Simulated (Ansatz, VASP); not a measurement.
# Two plane-wave programs on NbRu3C

```
CELL_PARAMETERS angstrom
4.03098 0.00000 0.00000
0.00000 4.03098 0.00000
0.00000 0.00000 4.03098
ATOMIC_POSITIONS crystal
Nb 0.00000 0.00000 0.00000
Ru 0.00000 0.50000 0.50000
Ru 0.50000 0.00000 0.50000
Ru 0.50000 0.50000 0.00000
C 0.50000 0.50000 0.50000
```

The cell comes from a database or a generator and needn't be the stable form of this composition.

Alike in both runs: task single point; functional PBE; k mesh 6 × 6 × 6; occupations methfessel-paxton of order 1, width 0.05 eV; no spin polarisation.

|  | VASP | Ansatz |
| --- | --- | --- |
| version | VASP 6.6.1 | Ansatz 0.2.0 |
| potentials or method | VASP PAW PBE potentials, release 64 (Nb_sv, Ru_pv, C) | plane waves, PAW |
| plane-wave cutoff (eV) | 520 | 550 |
| valence electrons in the cell | 59 | 65 |

|  | VASP | Ansatz | Ansatz less VASP |
| --- | --- | --- | --- |
| pressure (GPa) | 3.9 | 3.9 | 0.00 |

The two sets of potentials don't hold the same shells in valence. Ansatz warned: «stress_scf_threshold_loose».
